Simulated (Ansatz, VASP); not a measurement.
# Cross-check of Zn3SbN3 between VASP and Ansatz

Aim: how closely do two programs agree when they are given the same cell, functional and k mesh? The cell is taken from a series of runs on this material, whose earlier steps may have relaxed, scaled, displaced or heated it; both programs get it as it stands.

Method: plane waves, with VASP 6.6.1 beside it; G0W0 gap at PBE, in Ansatz 0.2.0.

## Step 1: Starting point

The structure is monoclinic, space group Cm (No. 8). The conventional cell has a = 6.788 Å, b = 6.566 Å, c = 5.577 Å, α = 90.00°, β = 125.21°, γ = 90.00°. Nearest to Zn lie 3 N at 1.95 to 1.96 Å. Zn has 3 N at 1.97 to 2.00 Å nearest. Sb has 3 N at 2.05 to 2.07 Å nearest. N has 3 Zn at 1.96 to 2.00 Å and 1 Sb at 2.07 Å nearest. Nearest to N lie 3 Zn at 1.95 to 1.98 Å and 1 Sb at 2.05 Å. Farther neighbours and most contacts between anions are not listed.

As a file:

```
Zn Sb N
1.0
     3.39389   -3.28325    0.00000
     3.39389    3.28325    0.00000
    -3.21560    0.00000    4.55613
Zn Sb N
3 1 3
Cartesian
  3.9708 0.0000 0.5304
  1.9629 -1.4655 2.3765
  1.9629 1.4655 2.3765
  0.4152 0.0000 0.0033
  3.6282 1.7423 1.3677
  3.6282 -1.7423 1.3677
  2.1301 0.0000 3.6969
```

## Step 2: VASP: G0W0 gap, PBE

Quasiparticle shifts depend on high empty states and on the cores, so they are the hardest test of two PAW sets.

Lines of VASP's logs that name or quote its potential files are left out, and so is its time.

The run reads the wave functions of an earlier VASP run, which isn't shown here.

File INCAR:

```
SYSTEM = Zn3SbN3
PREC = Accurate
ENCUT = 450
ISMEAR = 0
SIGMA = 0.01
LREAL = .FALSE.
GGA = PE
NBANDS = 432
ALGO = EVGW0
NELMGW = 1
ENCUTGW = 140
NOMEGA = 64
PRECFOCK = Fast
NBANDSGW = 64
LWAVE = .FALSE.
LCHARG = .FALSE.
```

File POSCAR:

```
Zn3SbN3
1.0
    3.3938895471     -3.2832481150      0.0000000000
    3.3938895471      3.2832481150      0.0000000000
   -3.2155964401      0.0000000000      4.5561292986
Zn Sb N
3 1 3
Direct
    0.6401409604      0.6401409604      0.1164102750
    0.7594504422      0.3130973596      0.5216009281
    0.3130973596      0.7594504422      0.5216009281
    0.0615066423      0.0615066423      0.0007249820
    0.4113919126      0.9420612287      0.3001819622
    0.9420612287      0.4113919126      0.3001819622
    0.6982114642      0.6982114642      0.8114069724
```

File KPOINTS:

```
Automatic mesh
0
Gamma
4 4 4
0 0 0
```

Potentials, in the order of the species: Zn_sv_GW, Sb_d_GW and N_GW (PBE family, release 64).

Run with:

```
$ mpirun -np 16 vasp_std
```

Numbers of over 12 decimals in the logs are rounded to 6 here.

Output:

```text
[banner, memory and clock lines left out]
running   16 mpi-ranks, on    1 nodes
 distrk:  each k-point on   16 cores,    1 groups
 distr:  one band on    1 cores,   16 groups

 POSCAR found type information on POSCAR ZnSbN
 POSCAR found :  3 types and       7 ions
|                                                                             |
|           W    W    AA    RRRRR   N    N  II  N    N   GGGG   !!!           |
|           W    W   A  A   R    R  NN   N  II  NN   N  G    G  !!!           |
|           W    W  A    A  R    R  N N  N  II  N N  N  G       !!!           |
|           W WW W  AAAAAA  RRRRR   N  N N  II  N  N N  G  GGG   !            |
|           WW  WW  A    A  R   R   N   NN  II  N   NN  G    G                |
|           W    W  A    A  R    R  N    N  II  N    N   GGGG   !!!           |
|                                                                             |
|     For optimal performance we recommend to set                             |
|       NCORE = 2 up to number-of-cores-per-socket                            |
|     NCORE specifies how many cores store one orbital (NPAR=cpu/NCORE).      |
|     This setting can greatly improve the performance of VASP for DFT.       |
|     The default, NCORE=1 might be grossly inefficient on modern             |
|     multi-core architectures or massively parallel machines. Do your        |
|     Unfortunately you need to use the default for GW and RPA                |
|     calculations (for HF NCORE is supported but not extensively tested      |
|     yet).                                                                   |
|                                                                             |

|                                                                             |
|           W    W    AA    RRRRR   N    N  II  N    N   GGGG   !!!           |
|           W    W   A  A   R    R  NN   N  II  NN   N  G    G  !!!           |
|           W    W  A    A  R    R  N N  N  II  N N  N  G       !!!           |
|           W WW W  AAAAAA  RRRRR   N  N N  II  N  N N  G  GGG   !            |
|           WW  WW  A    A  R   R   N   NN  II  N   NN  G    G                |
|           W    W  A    A  R    R  N    N  II  N    N   GGGG   !!!           |
|                                                                             |
|     The default for ENCUTGWSOFT is different in this version of VASP.       |
|     please manually set ENCUTGWSOFT =140 in the INCAR file.                 |
|                                                                             |

 LDA part: xc-table for (Slater+PW92), standard interpolation
 found WAVECAR, reading the header
 POSCAR, INCAR and KPOINTS ok, starting setup
 FFT: planning ... GRIDC
 FFT: planning ... GRID_SOFT
 FFT: planning ... GRID
 reading WAVECAR
 the WAVECAR file was read successfully
 initial charge from wavefunction
 available memory per node:     42.02 GB, setting MAXMEM to     43029

 The Fermi energy was updated, please check that it is located mid-gap
 values below the HOMO (VB) or above the LUMO (CB) will cause erroneous energies
 E-fermi :   4.9038

 calculate exact exchange contribution
 the WAVEDER file was read successfully
|                                                                             |
|           W    W    AA    RRRRR   N    N  II  N    N   GGGG   !!!           |
|           W    W   A  A   R    R  NN   N  II  NN   N  G    G  !!!           |
|           W    W  A    A  R    R  N N  N  II  N N  N  G       !!!           |
|           W WW W  AAAAAA  RRRRR   N  N N  II  N  N N  G  GGG   !            |
|           WW  WW  A    A  R   R   N   NN  II  N   NN  G    G                |
|           W    W  A    A  R    R  N    N  II  N    N   GGGG   !!!           |
|                                                                             |
|     Automatic setting of frequency mesh for GW failed. Frequency mesh       |
|     properly not suitable for determining QP energies. Consider             |
|     increasing number of kpoints.                                           |
|                                                                             |

energies w=
    0.000    0.000    1.340    0.000    2.678    0.000    4.010    0.000
    5.333    0.000    6.646    0.000    7.946    0.000    9.232    0.000
   10.503    0.000   11.757    0.000   12.995    0.000   14.216    0.000
   15.421    0.000   16.610    0.000   17.784    0.000   18.944    0.000
   20.092    0.000   21.228    0.000   22.356    0.000   23.477    0.000
   24.592    0.000   25.704    0.000   26.815    0.000   27.927    0.000
   29.043    0.000   30.166    0.000   31.297    0.000   32.441    0.000
   33.601    0.000   34.778    0.000   35.979    0.000   37.205    0.000
   38.462    0.000   39.754    0.000   41.086    0.000   42.465    0.000
   43.895    0.000   45.385    0.000   46.943    0.000   48.577    0.000
   50.299    0.000   52.120    0.000   54.054    0.000   56.118    0.000
   58.329    0.000   60.711    0.000   63.291    0.000   66.099    0.000
   69.175    0.000   72.566    0.000   76.329    0.000   80.536    0.000
   85.280    0.000   90.675    0.000   96.875    0.000  104.079    0.000
  112.559    0.000  122.690    0.000  135.009    0.000  150.305    0.000
  169.796    0.000  195.460    0.000  230.738    0.000  282.192    0.000
 responsefunction array rank=     416
 LDA part: xc-table for (Slater+PW92), standard interpolation

 min. memory requirement per mpi rank    586.7 MB, per node   9387.7 MB

 allocating   4 responsefunctions rank=   416
 shmem allocating  64 responsefunctions rank=   416
 response function shared by NCSHMEM nodes    1
 Doing            4  frequencies on each core in blocks of           64
NQ=   1    0.0000    0.0000    0.0000,
|.........|.........|.........|.........|.........|.........|.........|.........
 performed       3556000 updates of chi_q(r,r)
 total number of BLAS operations       4574.76 Gflops
NQ=   2    0.2500    0.0000   -0.0000,
|.........|.........|.........|.........|.........|.........|.........|.........
 performed       9324000 updates of chi_q(r,r)
 total number of BLAS operations      11450.10 Gflops
NQ=   3    0.5000    0.0000   -0.0000,
|.........|.........|.........|.........|.........|.........|.........|.........
 performed      13654000 updates of chi_q(r,r)
 total number of BLAS operations      16400.03 Gflops
NQ=   4    0.2500    0.2500   -0.0000,
|.........|.........|.........|.........|.........|.........|.........|.........
 performed      18094000 updates of chi_q(r,r)
 total number of BLAS operations      21503.26 Gflops
NQ=   5    0.5000    0.2500   -0.0000,
|.........|.........|.........|.........|.........|.........|.........|.........
 performed      23862000 updates of chi_q(r,r)
 total number of BLAS operations      28131.50 Gflops
NQ=   6   -0.2500    0.2500    0.0000,
|.........|.........|.........|.........|.........|.........|.........|.........
 performed      28524000 updates of chi_q(r,r)
 total number of BLAS operations      33746.36 Gflops
NQ=   7    0.5000    0.5000   -0.0000,
|.........|.........|.........|.........|.........|.........|.........|.........
 performed      32080000 updates of chi_q(r,r)
 total number of BLAS operations      37811.38 Gflops
NQ=   8    0.0000    0.0000    0.2500,
|.........|.........|.........|.........|.........|.........|.........|.........
 performed      36520000 updates of chi_q(r,r)
 total number of BLAS operations      43215.14 Gflops
NQ=   9    0.2500    0.0000    0.2500,
|.........|.........|.........|.........|.........|.........|.........|.........
 performed      42288000 updates of chi_q(r,r)
 total number of BLAS operations      49984.04 Gflops
NQ=  10    0.5000    0.0000    0.2500,
|.........|.........|.........|.........|.........|.........|.........|.........
 performed      48056000 updates of chi_q(r,r)
 total number of BLAS operations      56612.28 Gflops
NQ=  11   -0.2500    0.0000    0.2500,
|.........|.........|.........|.........|.........|.........|.........|.........
 performed      53824000 updates of chi_q(r,r)
 total number of BLAS operations      63630.86 Gflops
NQ=  12    0.2500    0.2500    0.2500,
|.........|.........|.........|.........|.........|.........|.........|.........
 performed      58264000 updates of chi_q(r,r)
 total number of BLAS operations      68761.06 Gflops
NQ=  13    0.5000    0.2500    0.2500,
|.........|.........|.........|.........|.........|.........|.........|.........
 performed      64032000 updates of chi_q(r,r)
 total number of BLAS operations      75459.44 Gflops
NQ=  14   -0.2500    0.2500    0.2500,
|.........|.........|.........|.........|.........|.........|.........|.........
 performed      69800000 updates of chi_q(r,r)
 total number of BLAS operations      82263.73 Gflops
NQ=  15    0.5000    0.5000    0.2500,
|.........|.........|.........|.........|.........|.........|.........|.........
 performed      74240000 updates of chi_q(r,r)
 total number of BLAS operations      87366.96 Gflops
NQ=  16   -0.2500    0.5000    0.2500,
|.........|.........|.........|.........|.........|.........|.........|.........
 performed      80008000 updates of chi_q(r,r)
 total number of BLAS operations      93995.20 Gflops
NQ=  17   -0.2500   -0.2500    0.2500,
|.........|.........|.........|.........|.........|.........|.........|.........
 performed      84448000 updates of chi_q(r,r)
 total number of BLAS operations      99233.97 Gflops
NQ=  18    0.0000    0.0000    0.5000,
|.........|.........|.........|.........|.........|.........|.........|.........
 performed      88004000 updates of chi_q(r,r)
 total number of BLAS operations     103128.75 Gflops
NQ=  19    0.2500    0.0000    0.5000,
|.........|.........|.........|.........|.........|.........|.........|.........
 performed      93772000 updates of chi_q(r,r)
 total number of BLAS operations     109968.52 Gflops
NQ=  20    0.5000    0.0000    0.5000,
|.........|.........|.........|.........|.........|.........|.........|.........
 performed      98102000 updates of chi_q(r,r)
 total number of BLAS operations     114866.20 Gflops
NQ=  21    0.2500    0.2500    0.5000,
|.........|.........|.........|.........|.........|.........|.........|.........
 performed     102542000 updates of chi_q(r,r)
 total number of BLAS operations     120187.14 Gflops
NQ=  22    0.5000    0.2500    0.5000,
|.........|.........|.........|.........|.........|.........|.........|.........
 performed     108310000 updates of chi_q(r,r)
 total number of BLAS operations     126780.46 Gflops
NQ=  23   -0.2500    0.2500    0.5000,
|.........|.........|.........|.........|.........|.........|.........|.........
 performed     112972000 updates of chi_q(r,r)
 total number of BLAS operations     132166.16 Gflops
NQ=  24    0.5000    0.5000    0.5000,
|.........|.........|.........|.........|.........|.........|.........|.........
 performed     116528000 updates of chi_q(r,r)
 total number of BLAS operations     136231.18 Gflops
 resolving degeneracies of screened two electron integrals

 calculate QP shifts <psi_nk| G(iteration)W_0 |psi_nk>: iteration 1
 entering main loop
```

Parts of OUTCAR (step 2):

```text
ion  position               nearest neighbor table
   1  0.640  0.640  0.116-   7 1.95   6 1.96   5 1.96
   2  0.759  0.313  0.522-   6 1.97   7 1.98   5 2.00
   3  0.313  0.759  0.522-   5 1.97   7 1.98   6 2.00
   4  0.062  0.062  0.001-   7 2.05   6 2.07   5 2.07
   5  0.411  0.942  0.300-   1 1.96   3 1.97   2 2.00   4 2.07
   6  0.942  0.411  0.300-   1 1.96   2 1.97   3 2.00   4 2.07
   7  0.698  0.698  0.811-   1 1.95   2 1.98   3 1.98   4 2.05

  LATTYP: Found a base centered monoclinic cell.
 ALAT       =     6.7877790942
 B/A-ratio  =     0.9673998135
 C/A-ratio  =     0.8215635177
 COS(beta)  =    -0.5766239722

 Subroutine GETGRP returns: Found  2 space group operations
 (whereof  2 operations were pure point group operations)

The static configuration has the point symmetry C_1h.

 Found     24 irreducible k-points:

   k-points           NKPTS =     24   k-points in BZ     NKDIM =     64   number of bands    NBANDS=    432

   dimension x,y,z NGX =    36 NGY =   36 NGZ =   40
   dimension x,y,z NGXF=    72 NGYF=   72 NGZF=   80

   ENCUT  =  450.0 eV  33.07 Ry    5.75 a.u.   8.17  8.17  9.65*2*pi/ulx,y,z

   NELECT =      90.0000    total number of electrons

  energy-cutoff  :      450.00
  volume of cell :      101.54
      direct lattice vectors                 reciprocal lattice vectors
     3.393889547 -3.283248115  0.000000000     0.147323592 -0.152288217  0.103977124
     3.393889547  3.283248115  0.000000000     0.147323592  0.152288217  0.103977124
    -3.215596440  0.000000000  4.556129299     0.000000000  0.000000000  0.219484552

 k-points in reciprocal lattice and weights: Automatic mesh
   0.00000000  0.00000000  0.00000000       0.016
   0.25000000  0.00000000 -0.00000000       0.062
   0.50000000  0.00000000 -0.00000000       0.031
   0.25000000  0.25000000 -0.00000000       0.031
   0.50000000  0.25000000 -0.00000000       0.062
  -0.25000000  0.25000000  0.00000000       0.031
   0.50000000  0.50000000 -0.00000000       0.016
   0.00000000  0.00000000  0.25000000       0.031
   0.25000000  0.00000000  0.25000000       0.062
[...]
-0.25000000  0.25000000  0.50000000       0.031
   0.50000000  0.50000000  0.50000000       0.016

 E-fermi :   4.9038

 QP shifts <psi_nk| G(iteration)W_0 |psi_nk>: iteration 1
 for sc-GW calculations column KS-energies equals QP-energies in previous step
 and V_xc(KS)=  KS-energies - (<T + V_ion + V_H > + <T+V_H+V_ion>^1  + <V_x>^1)
 k-point   1 :       0.0000    0.0000    0.0000
  band No.  KS-energies  QP-energies   sigma(KS)   V_xc(KS)     V^pw_x(r,r')   Z            occupation Imag(sigma)
    ...
     42       1.5976       0.7203     -17.1984     -16.0520     -20.6218       0.7653       2.0000       0.6517
     43       2.9332       2.1196     -17.8165     -16.7639     -20.7188       0.7729       2.0000       0.4877
     44       3.2795       2.5034     -19.4510     -18.4371     -22.7337       0.7655       2.0000       0.5027
     45       3.6012       2.8387     -19.5432     -18.5519     -22.6898       0.7692       2.0000       0.4655
     46       6.5168       6.9268     -12.2146     -12.7227      -8.9016       0.8067       0.0000      -0.3543
     47       7.4347       7.9534     -14.1693     -14.8212     -11.0455       0.7957       0.0000      -0.3658
     48       8.1523       8.8263     -12.7659     -13.6150      -8.9584       0.7937       0.0000      -0.4696
     49       8.5915       9.1384     -11.7853     -12.4659      -7.9401       0.8037       0.0000      -0.4679
    ...

 k-point   2 :       0.2500    0.0000   -0.0000
  band No.  KS-energies  QP-energies   sigma(KS)   V_xc(KS)     V^pw_x(r,r')   Z            occupation Imag(sigma)
    ...
     42       1.9752       1.1223     -18.1213     -17.0091     -21.4358       0.7669       2.0000       0.5856
     43       2.7393       1.8805     -19.3468     -18.2276     -22.7387       0.7673       2.0000       0.5355
     44       3.1878       2.3908     -19.6283     -18.5866     -22.9982       0.7651       2.0000       0.5159
     45       3.9196       3.2380     -18.5342     -17.6517     -21.1967       0.7724       2.0000       0.4178
     46       6.5420       6.9765     -12.5732     -13.1158      -9.4053       0.8007       0.0000      -0.3451
     47       7.3532       7.8679     -12.3599     -13.0029      -8.8759       0.8005       0.0000      -0.3940
     48       7.8070       8.3409     -12.3753     -13.0416      -8.7478       0.8013       0.0000      -0.4271
     49       8.6180       9.2466     -12.4817     -13.2660      -8.5688       0.8015       0.0000      -0.4662
    ...

 k-point   3 :       0.5000    0.0000   -0.0000
  band No.  KS-energies  QP-energies   sigma(KS)   V_xc(KS)     V^pw_x(r,r')   Z            occupation Imag(sigma)
    ...
     42       2.0517       1.0920     -20.1141     -18.8610     -23.9195       0.7658       2.0000       0.5914
     43       2.8556       2.0783     -18.7111     -17.6931     -21.9640       0.7635       2.0000       0.5390
     44       2.8992       2.0778     -18.3685     -17.3039     -21.3448       0.7716       2.0000       0.4915
     45       4.1210       3.4481     -19.4333     -18.5588     -22.2790       0.7694       2.0000       0.4282
     46       6.2205       6.6467     -12.2254     -12.7579      -9.0899       0.8003       0.0000      -0.3344
     47       7.3787       7.8622     -11.4820     -12.0823      -7.8483       0.8055       0.0000      -0.4034
     48       7.8483       8.4447     -12.6475     -13.3971      -8.9907       0.7956       0.0000      -0.4437
     49       9.8665      10.6698     -12.8059     -13.8146      -8.4455       0.7963       0.0000      -0.5338
    ...

 k-point   4 :       0.2500    0.2500   -0.0000
  band No.  KS-energies  QP-energies   sigma(KS)   V_xc(KS)     V^pw_x(r,r')   Z            occupation Imag(sigma)
    ...
     42       2.2521       1.3634     -17.6745     -16.5289     -20.6033       0.7757       2.0000       0.5254
     43       2.7110       1.9653     -19.0213     -18.0433     -22.3351       0.7623       2.0000       0.5409
     44       3.5027       2.7719     -17.3614     -16.4211     -19.8613       0.7771       2.0000       0.4263
     45       3.5056       2.7885     -19.7318     -18.7908     -23.0321       0.7621       2.0000       0.5026
     46       6.6078       7.0776     -12.4249     -13.0114      -9.1614       0.8010       0.0000      -0.3556
     47       7.2238       7.7197     -12.6625     -13.2816      -9.2599       0.8009       0.0000      -0.3794
     48       7.4825       8.0737     -12.7349     -13.4785      -9.1761       0.7950       0.0000      -0.4177
     49       9.3187       9.9814     -12.1452     -12.9695      -7.9658       0.8039       0.0000      -0.5073
    ...

[... 4 further parts left out ...]
```

[end of part 1 of 2]

[Lines on the potential files, build, host, timing and source positions are cut from VASP's logs without a mark.]

[Logs are printed without paths, hosts, clocks, repeated set-up lines and the standing remarks that a program may print on its own settings, such as how far it seeks lower states.]

[Hosts, paths, dates, database ids (printed as entryN), source tags and the programs' standing remarks are cut or masked in the printed files.]
